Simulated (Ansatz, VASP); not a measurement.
# H2C5 (C(110) slab, H on both faces) in two plane-wave programs

Wanted: the spread between two codes on one cell, functional and k mesh. The cell is taken from a series of runs on this material, whose earlier steps may have relaxed, scaled, displaced or heated it; both programs get it as it stands.

Method: plane waves, with VASP 6.6.1 beside it; single point at PBE with D3(BJ), in Ansatz 0.2.0.

## (1) Set-up

The cell holds 210 atoms: 150 C and 60 H. Cell: a = 12.611 Å, b = 10.701 Å, c = 16.824 Å, α = 90.0°, β = 90.0°, γ = 90.0°. It derives from C (diamond-structure). As first built, before any earlier steps moved the atoms (in the runner's words): diamond-structure C (a = 3.567 A), (110) slab of 5 atomic planes, 5 x 3 surface cells, H on the broken bonds of both faces; displaced by a Gaussian of 0.02 A. Vacuum lies along c. Nearest the centre at fractional (0.102, 0.497, 0.647): C49 at 0.04 Å, H169 at 1.13 Å, C50 at 1.50 Å, C48 at 1.52 Å, C30 at 1.53 Å, H170 at 2.12 Å, H162 at 2.15 Å, C47 at 2.46 Å.

## (2) VASP: single point, PBE with D3(BJ)

With cell and atoms fixed, the geometry can't cause a difference; cores, projectors, grids and the points listed under the comparison can.

Lines of VASP's logs that name or quote its potential files are left out, and so is its time.

The input, INCAR:

```
SYSTEM = H2C5
PREC = Accurate
ENCUT = 520
EDIFF = 1E-06
NELM = 120
ISMEAR = -1
SIGMA = 0.025
LREAL = Auto
ALGO = Normal
GGA = PE
IVDW = 12
NBANDS = 477
LORBIT = 11
LWAVE = .FALSE.
LCHARG = .FALSE.
ISIF = 2
LASPH = .TRUE.
GGA_COMPAT = .FALSE.
EFERMI = MIDGAP
```

The input, POSCAR:

```
H2C5
1.0
   12.6112490000      0.0000000000      0.0000000000
    0.0000000000     10.7010000000      0.0000000000
    0.0000000000      0.0000000000     16.8244620000
C H
150 60
Direct
    0.8999090000      0.1655790000      0.3518730000
    0.9999430000      0.0857940000      0.3519020000
[... 5 atom lines left out ...]
    0.8998910000      0.2510200000      0.5749670000
[... 6 atom lines left out ...]
    0.0998620000      0.1675090000      0.5000720000
[... 2 atom lines left out ...]
    0.0998790000      0.2510320000      0.5749940000
    0.0998720000      0.1656910000      0.6481800000
[... 3 atom lines left out ...]
    0.9999300000      0.3337840000      0.4250610000
[... 1 atom line left out ...]
    0.8999510000      0.5008420000      0.4999780000
    0.9999340000      0.4173360000      0.5000120000
    0.9998920000      0.3338090000      0.5749470000
    0.8999210000      0.5844360000      0.5749540000
    0.8999020000      0.4990100000      0.6481510000
    0.9998960000      0.4192580000      0.6481260000
[... 7 atom lines left out ...]
    0.2998900000      0.2510560000      0.5750300000
[... 4 atom lines left out ...]
    0.1998970000      0.3337720000      0.4251220000
    0.0999510000      0.5843910000      0.4251290000
    0.0999620000      0.5008610000      0.5000840000
    0.1999220000      0.4173290000      0.5000680000
    0.1998880000      0.3337960000      0.5749980000
    0.0999340000      0.5844180000      0.5750320000
    0.0999320000      0.4990130000      0.6482310000
    0.1999280000      0.4192270000      0.6482050000
[... 5 atom lines left out ...]
    0.9999060000      0.7506790000      0.5000910000
    0.9999270000      0.6671530000      0.5750360000
[... 2 atom lines left out ...]
    0.9999230000      0.7526310000      0.6482310000
[... 14 atom lines left out ...]
    0.2999230000      0.5008380000      0.5000820000
[... 2 atom lines left out ...]
    0.2999440000      0.5843660000      0.5749900000
    0.2999490000      0.4989550000      0.6481670000
    0.3999470000      0.4191660000      0.6481710000
[... 5 atom lines left out ...]
    0.1999120000      0.7506520000      0.5000870000
    0.1999520000      0.6671650000      0.5750260000
[... 1 atom line left out ...]
    0.0999260000      0.8323940000      0.6482080000
    0.1999070000      0.7526080000      0.6482150000
[... 39 atom lines left out ...]
    0.7999270000      0.4192360000      0.6481350000
[... 22 atom lines left out ...]
    0.8999540000      0.2217900000      0.7028150000
[... 3 atom lines left out ...]
    0.0999720000      0.2217560000      0.7028640000
[... 3 atom lines left out ...]
    0.8999240000      0.5550570000      0.7028520000
    0.9998260000      0.3632380000      0.7028260000
[... 2 atom lines left out ...]
    0.3000740000      0.2216740000      0.7029630000
[... 3 atom lines left out ...]
    0.0998550000      0.5550900000      0.7029090000
    0.2001070000      0.3631390000      0.7028780000
[... 3 atom lines left out ...]
    0.9999700000      0.6965990000      0.7029290000
[... 6 atom lines left out ...]
    0.2999410000      0.5548780000      0.7029200000
    0.3999590000      0.3631010000      0.7028700000
[... 2 atom lines left out ...]
    0.1000090000      0.8884630000      0.7028990000
    0.1998460000      0.6965410000      0.7028990000
[... 15 atom lines left out ...]
    0.7999640000      0.3631070000      0.7027870000
[... 7 atom lines left out ...]
    0.7998430000      0.6964260000      0.7028770000
```

The input, KPOINTS:

```
Automatic mesh
0
Gamma
1 1 1
0 0 0
```

The projector-augmented-wave data sets are C and H (PBE family, release 64).

Started as:

```
$ export OMP_NUM_THREADS=3
$ mpirun -np 1 vasp_gam
```

The log of the run:

```text
[banner, memory and clock lines left out]
running    1 mpi-ranks, on    1 nodes
[...]
Offloading initialized ...    1 GPUs detected
[...]
LDA part: xc-table for (Slater+PW92), standard interpolation
 POSCAR, INCAR and KPOINTS ok, starting setup
[...]
entering main loop
       N       E                     dE             d eps       ncg     rms          rms(c)
DAV:   1     0.621942658872E+04    0.62194E+04   -0.34616E+05   970   0.131E+03
DAV:   2    -0.886639938059E+03   -0.71061E+04   -0.67199E+04  1356   0.324E+02
DAV:   3    -0.164229875059E+04   -0.75566E+03   -0.74803E+03  1212   0.108E+02
DAV:   4    -0.166741851025E+04   -0.25120E+02   -0.25021E+02  1300   0.215E+01
[...]
DAV:  20    -0.158007316366E+04   -0.21471E-04   -0.95596E-07   852   0.111E-03    0.469E-04
DAV:  21    -0.158007316850E+04   -0.48444E-05   -0.24560E-07   812   0.519E-04    0.335E-04
DAV:  22    -0.158007316931E+04   -0.81447E-06   -0.64419E-08   820   0.272E-04
   1 F= -.16058579E+04 E0= -.16058579E+04  d E =-.139227E-18
```

From OUTCAR (step 2):

```text
  FREE ENERGIE OF THE ION-ELECTRON SYSTEM (eV)
  ---------------------------------------------------
  free  energy   TOTEN  =     -1605.8578882238 eV

  energy  without entropy=    -1605.8578882238  energy(sigma->0) =    -1605.85788822
```

## (3) Ansatz: single point, PBE with D3(BJ)

Ansatz runs on its PAW soft_1 files.

The same cell, functional, mesh and smearing now go to Ansatz, which takes its cutoff from its data sets.

The input, input.yaml:

```yaml
crystal:
  lattice:
    - [12.611249442462075, 0.0, 0.0]
    - [0.0, 10.701000000000002, 0.0]
    - [0.0, 0.0, 16.824462323407275]
  atoms:
    - { symbol: C, position: [0.8999086350869713, 0.16557938694398078, 0.35187279555584294] }
    - { symbol: C, position: [-5.6607150926275765e-05, 0.08579404288247533, 0.35190163848881956] }
    - { symbol: C, position: [0.9999168942285621, 1.0004551129959347, 0.42511845008164645] }
    - { symbol: C, position: [0.8999541415110802, 0.2510124575061686, 0.42508360679763146] }
    - { symbol: C, position: [0.8999246234072791, 0.16751517094871, 0.5000291450937663] }
    - { symbol: C, position: [0.9998717714941479, 0.08398123789727022, 0.5000379565791073] }
    - { symbol: C, position: [0.9998826439140504, 0.0004899179140094567, 0.5749938114840915] }
    - { symbol: C, position: [0.899891056988717, 0.25101976555759486, 0.5749673708316386] }
    - { symbol: C, position: [0.8998949992585346, 0.16564520387494278, 0.6481626599820509] }
    - { symbol: C, position: [-0.0001216757994497956, 0.08589509903854892, 0.6481679504849946] }
    - { symbol: C, position: [0.09991911950433874, 0.1656328006916255, 0.35192560767616704] }
    - { symbol: C, position: [0.19993815513346266, 0.08585193994347577, 0.3519656871630422] }
    - { symbol: C, position: [0.19985369261240296, 0.00045454866275912307, 0.4251617627077591] }
    - { symbol: C, position: [0.09992700332606592, 0.2509917631236142, 0.4251138844506304] }
    - { symbol: C, position: [0.0998622291155822, 0.16750934199983544, 0.5000721107719641] }
    - { symbol: C, position: [0.19985029177311797, 0.08400167524633564, 0.500065898281821] }
    - { symbol: C, position: [0.1998894834061244, 1.0004745267562747, 0.5750110329142603] }
    - { symbol: C, position: [0.09987862384199943, 0.2510319915879894, 0.5749943126054496] }
    - { symbol: C, position: [0.09987158942356571, 0.1656907020029479, 0.6481801443175438] }
    - { symbol: C, position: [0.1998627220163117, 0.08588944924048372, 0.64821453604673] }
    - { symbol: C, position: [0.899931366481928, 0.4989563235440709, 0.351792196815251] }
    - { symbol: C, position: [-3.425478300813394e-05, 0.4191543729151679, 0.3518388144495059] }
    - { symbol: C, position: [0.9999295449008774, 0.33378405218460594, 0.4250611404559464] }
    - { symbol: C, position: [0.8999224238482927, 0.584400425316567, 0.42503568002959224] }
    - { symbol: C, position: [0.8999506305454026, 0.5008417253804314, 0.49997758199387893] }
    - { symbol: C, position: [0.9999337742174876, 0.4173360523405461, 0.500012492643118] }
    - { symbol: C, position: [-0.0001082703238210356, 0.3338092884260836, 0.574947035503793] }
    - { symbol: C, position: [0.8999211730086432, 0.5844357844302099, 0.5749542166834866] }
    - { symbol: C, position: [0.8999020223321736, 0.4990097890772523, 0.6481509995862822] }
    - { symbol: C, position: [0.9998962982000672, 0.41925804680482504, 0.6481260304219277] }
    - { symbol: C, position: [0.2999206721973623, 0.16566630189846313, 0.35201231656571547] }
    - { symbol: C, position: [0.399875110980877, 0.0858872000163387, 0.351998122642112] }
    - { symbol: C, position: [0.3998347096597485, 0.0004903639209463436, 0.42518256351346256] }
    - { symbol: C, position: [0.29992045876383905, 0.25107183299511227, 0.42518527734988654] }
    - { symbol: C, position: [0.29986895578940964, 0.1675213709502755, 0.5001062078367992] }
    - { symbol: C, position: [0.3998616480628728, 0.08398843453820583, 0.5001202163266381] }
    - { symbol: C, position: [0.39987245517452497, 0.00044326159381409384, 0.5750334985896808] }
    - { symbol: C, position: [0.29989004891935656, 0.25105594040584295, 0.5750303503065702] }
    - { symbol: C, position: [0.29990421525036515, 0.1656624603335194, 0.648245922838952] }
    - { symbol: C, position: [0.39989019489839, 0.08582928693731537, 0.6482362397479596] }
    - { symbol: C, position: [0.0999758348063757, 0.49892988660110243, 0.351884221144803] }
    - { symbol: C, position: [0.19995993741321513, 0.4191887777250919, 0.35190611987076037] }
    - { symbol: C, position: [0.19989670845898475, 0.33377222273535184, 0.4251216824033193] }
    - { symbol: C, position: [0.0999507845990605, 0.5843910089578396, 0.4251291391911023] }
    - { symbol: C, position: [0.09996180664165012, 0.5008611855928812, 0.5000839155956386] }
    - { symbol: C, position: [0.1999224152405668, 0.4173292742500282, 0.5000676575979919] }
    - { symbol: C, position: [0.19988753646400423, 0.33379636658809986, 0.5749982698907349] }
    - { symbol: C, position: [0.09993439517294245, 0.584417520558279, 0.5750323958271608] }
    - { symbol: C, position: [0.09993229803139016, 0.49901340636062197, 0.6482309254973433] }
    - { symbol: C, position: [0.1999283945598882, 0.4192267427237665, 0.6482051151308807] }
    - { symbol: C, position: [0.8998742519579176, 0.8323695998913547, 0.3519012345709778] }
    - { symbol: C, position: [-0.00011035314685123831, 0.7525809218191388, 0.35192236571568103] }
[... 55 lines left out ...]
    - { symbol: C, position: [0.599866010794947, 0.3337541133765268, 0.5749505017061939] }
    - { symbol: C, position: [0.49995475076644225, 0.5843997026313251, 0.5749550972696997] }
    - { symbol: C, position: [0.4999431139446132, 0.4989533122740406, 0.6481429095513088] }
    - { symbol: C, position: [0.5999271122746368, 0.4191834437062628, 0.6481292945953543] }
    - { symbol: C, position: [0.2998740384325588, 0.8323957114323755, 0.35200230701152624] }
    - { symbol: C, position: [0.3998861954353353, 0.7526713827825307, 0.352043427342471] }
    - { symbol: C, position: [0.3999370257975982, 0.6672404422629342, 0.425185353540492] }
    - { symbol: C, position: [0.29986061493669186, 0.9177300709272401, 0.425181645818753] }
    - { symbol: C, position: [0.29990367187028055, 0.8341759272864108, 0.5001045109580196] }
    - { symbol: C, position: [0.3999111289923587, 0.7506929721713584, 0.5001052125115639] }
    - { symbol: C, position: [0.3999427997079746, 0.6671510174171431, 0.5750036511855412] }
    - { symbol: C, position: [0.29987589627038996, 0.9176953262408709, 0.5750218993804442] }
    - { symbol: C, position: [0.29989507315401953, 0.8322968841321396, 0.6482212671095329] }
    - { symbol: C, position: [0.3998816312464603, 0.752492455920767, 0.6482011436193249] }
    - { symbol: C, position: [0.6999160891602627, 0.49895710976974456, 0.35186545682250087] }
    - { symbol: C, position: [0.7999162257771353, 0.41915393208330604, 0.3518374626615848] }
    - { symbol: C, position: [0.7999094401662834, 0.33375901602535246, 0.42506778642364246] }
    - { symbol: C, position: [0.6999486091734265, 0.5843717050714241, 0.42509139955394143] }
    - { symbol: C, position: [0.6999126770650903, 0.5008747067384177, 0.5000325377243082] }
    - { symbol: C, position: [0.799914361286459, 0.41734733784873157, 0.5000149178587958] }
    - { symbol: C, position: [0.7999139693533949, 0.33383104082581, 0.5749405801943608] }
    - { symbol: C, position: [0.6999297741503685, 0.5844324391991327, 0.5749450972037712] }
    - { symbol: C, position: [0.6999203886282943, 0.4989793483323136, 0.648135530557083] }
    - { symbol: C, position: [0.7999269479111495, 0.4192359313016867, 0.6481351980456508] }
    - { symbol: C, position: [0.4999072674841454, 0.8323833513700569, 0.3519693345868855] }
    - { symbol: C, position: [0.5999009747506283, 0.7525676563932527, 0.3519400428816031] }
    - { symbol: C, position: [0.5999305852966816, 0.6671459706989471, 0.4251248009709298] }
    - { symbol: C, position: [0.49990930769213865, 0.9177946592718679, 0.42516470002369244] }
    - { symbol: C, position: [0.49990329252301013, 0.8342210692369628, 0.5000718377461536] }
    - { symbol: C, position: [0.5999245531199768, 0.7507083504128491, 0.5000365003816716] }
    - { symbol: C, position: [0.5999437987709577, 0.6671587789423974, 0.5749781200355832] }
    - { symbol: C, position: [0.4999014173316287, 0.9177235078136151, 0.5750018890560279] }
    - { symbol: C, position: [0.49988500498966565, 0.8322979351269152, 0.6481954009458459] }
    - { symbol: C, position: [0.5998698430390831, 0.7525352914214491, 0.6481874085780556] }
    - { symbol: C, position: [0.6998870195161876, 0.8323366140990043, 0.3519736991382898] }
    - { symbol: C, position: [0.7998829102175007, 0.7525690564754172, 0.35187106436337817] }
    - { symbol: C, position: [0.799935846659868, 0.667155329056775, 0.42506012711949137] }
    - { symbol: C, position: [0.6999000454218398, 0.9177435054297715, 0.42518655027391966] }
    - { symbol: C, position: [0.6999289749855583, 0.8342214778742373, 0.5000699890565128] }
    - { symbol: C, position: [0.799916388679621, 0.7506809233911, 0.500029317448039] }
    - { symbol: C, position: [0.7999510772806604, 0.6671396582639398, 0.5749401850864657] }
    - { symbol: C, position: [0.6999131672892244, 0.917674883237831, 0.5750062852130164] }
    - { symbol: C, position: [0.6999026221566255, 0.8322845888508783, 0.6481967327867277] }
    - { symbol: C, position: [0.7998771902626568, 0.7524715427369585, 0.648185472334556] }
    - { symbol: H, position: [0.8999662614367061, 0.22168506567614477, 0.2971907206311376] }
    - { symbol: H, position: [1.0001038506655686, 0.029700611125837714, 0.2972267578068958] }
    - { symbol: H, position: [0.8999537407429418, 0.22179013103277084, 0.7028146644730077] }
    - { symbol: H, position: [0.9998266323723375, 0.02972959622878314, 0.7028013686142002] }
    - { symbol: H, position: [0.0999229913722474, 0.22169078279220544, 0.29723263632028535] }
    - { symbol: H, position: [0.20004363347525553, 0.029858902654992393, 0.29724314822952946] }
    - { symbol: H, position: [0.09997183129320757, 0.22175649082090002, 0.7028637306353277] }
    - { symbol: H, position: [0.1997264589626528, 0.02979428323465002, 0.7028812270324193] }
    - { symbol: H, position: [0.8998373096568765, 0.5548069667260437, 0.2970002413222979] }
    - { symbol: H, position: [0.9998436132119781, 0.3630437561489857, 0.29715846639778254] }
    - { symbol: H, position: [0.8999235618910245, 0.5550574674955518, 0.7028520443755717] }
    - { symbol: H, position: [0.9998264304007553, 0.36323757627361875, 0.7028259444322746] }
    - { symbol: H, position: [0.29975866045864336, 0.2218503279841469, 0.2973631122321043] }
    - { symbol: H, position: [0.3998530777225905, 0.02975274891105482, 0.2973509503583596] }
    - { symbol: H, position: [0.30007381194497856, 0.22167432396746456, 0.7029629970487165] }
    - { symbol: H, position: [0.39977309684619994, 0.029775665055171017, 0.7029322398302627] }
    - { symbol: H, position: [0.10001149867546404, 0.5549751580914729, 0.29719094287939296] }
    - { symbol: H, position: [0.20014609619081264, 0.3631894602507811, 0.29718854974094866] }
    - { symbol: H, position: [0.09985485517512618, 0.5550903691316289, 0.7029086613128331] }
    - { symbol: H, position: [0.20010669059187272, 0.3631390815118954, 0.7028776609053078] }
    - { symbol: H, position: [0.8999306279268694, 0.888542207563613, 0.29725679898611296] }
    - { symbol: H, position: [-0.00021551523691079784, 0.6963609238163126, 0.2972875098427672] }
    - { symbol: H, position: [0.899801370826209, 0.8883135428355203, 0.702923841900241] }
    - { symbol: H, position: [-2.9884044414531376e-05, 0.6965991712997129, 0.7029288639714937] }
    - { symbol: H, position: [0.49985357336277825, 0.22165829216015384, 0.2972735710603733] }
    - { symbol: H, position: [0.5998044011006057, 0.029636506618947317, 0.2972765674632063] }
    - { symbol: H, position: [0.4999306183455048, 0.22178540375001413, 0.7028413076306839] }
    - { symbol: H, position: [0.600036609482382, 0.029823023083573916, 0.7029432397747862] }
    - { symbol: H, position: [0.2999488267465244, 0.5551240730784551, 0.2972933534845845] }
    - { symbol: H, position: [0.40011977907682006, 0.3631009194921367, 0.2972733904862973] }
    - { symbol: H, position: [0.29994142006963614, 0.5548776065421455, 0.7029196956815739] }
    - { symbol: H, position: [0.3999593415570134, 0.3631007768820971, 0.7028703455218259] }
    - { symbol: H, position: [0.1001216529205719, 0.888469845435165, 0.29727812492519423] }
    - { symbol: H, position: [0.19992794204820655, 0.6965852605082689, 0.29717982251075514] }
    - { symbol: H, position: [0.10000916408785282, 0.8884634755512256, 0.702898676170306] }
    - { symbol: H, position: [0.19984615814223505, 0.6965413765677804, 0.7028987073571757] }
    - { symbol: H, position: [0.6997216048462627, 0.22169659731603153, 0.2972361700259047] }
    - { symbol: H, position: [0.7999311813309574, 0.029668747016696674, 0.297309041847128] }
    - { symbol: H, position: [0.6998896929024593, 0.22173632588374884, 0.7028622601301482] }
    - { symbol: H, position: [0.799920513000943, 0.0297531310177215, 0.7029139317086915] }
    - { symbol: H, position: [0.49988630903154374, 0.5551745630852447, 0.29728181843399276] }
    - { symbol: H, position: [0.5997772149977898, 0.363231261490115, 0.2971751055365028] }
    - { symbol: H, position: [0.5000091411403457, 0.5549874703707047, 0.7028143938536969] }
    - { symbol: H, position: [0.60001628455223, 0.363179490121495, 0.7028340281723522] }
    - { symbol: H, position: [0.29997857397764904, 0.8883731120921388, 0.29727473494976603] }
    - { symbol: H, position: [0.3998329739451425, 0.6965885927176655, 0.29737982002686536] }
    - { symbol: H, position: [0.299966195743803, 0.8884055987911984, 0.7028989068192781] }
    - { symbol: H, position: [0.39978157565328815, 0.6963755939774435, 0.702858268055836] }
    - { symbol: H, position: [0.6999347753452184, 0.5551165043483209, 0.2972266323173292] }
    - { symbol: H, position: [0.7998430627008432, 0.36312185391885027, 0.2971335449553545] }
    - { symbol: H, position: [0.6997863235803113, 0.555040938455375, 0.7028171472508886] }
    - { symbol: H, position: [0.79996435772921, 0.36310678091140125, 0.7027866781946309] }
    - { symbol: H, position: [0.49993929849586055, 0.888491285479426, 0.2973077362342746] }
    - { symbol: H, position: [0.5998717046492148, 0.6964823717859508, 0.2972547761760986] }
    - { symbol: H, position: [0.5000092294741986, 0.8884221512087981, 0.7028399017160002] }
    - { symbol: H, position: [0.5997148523248493, 0.6964767739468929, 0.7028708769384082] }
    - { symbol: H, position: [0.6998232609331791, 0.8886065480222672, 0.29737013624037106] }
    - { symbol: H, position: [0.799796762904669, 0.6964805753873043, 0.2971956736941636] }
    - { symbol: H, position: [0.7000181278911338, 0.8883092797529559, 0.7028970699037521] }
    - { symbol: H, position: [0.7998425746171839, 0.6964257381786246, 0.7028765504519786] }
kpoints:
  mp_grid:
    grid: [1, 1, 1]
hamiltonian:
  xc: pbe
  dispersion: d3bj
  pseudopotentials:
    kind: paw
    xc_functional: pbe
    azcp:
      folder: "./paw"
scf:
  occupations:
    method: fermi_dirac
    width: 0.025
output:
  populations: intrinsic
  forces: true
  eigenvalues: true
```

Started as:

```
$ python defect.py
```

(Continued in part 2 of 2.)

[Lines on the potential files, build, host, timing and source positions are cut from VASP's logs without a mark.]

[Logs are printed without paths, hosts, clocks, repeated set-up lines and the standing remarks that a program may print on its own settings, such as how far it seeks lower states.]

[Hosts, paths, dates, database ids (printed as entryN), source tags and the programs' standing remarks are cut or masked in the printed files.]
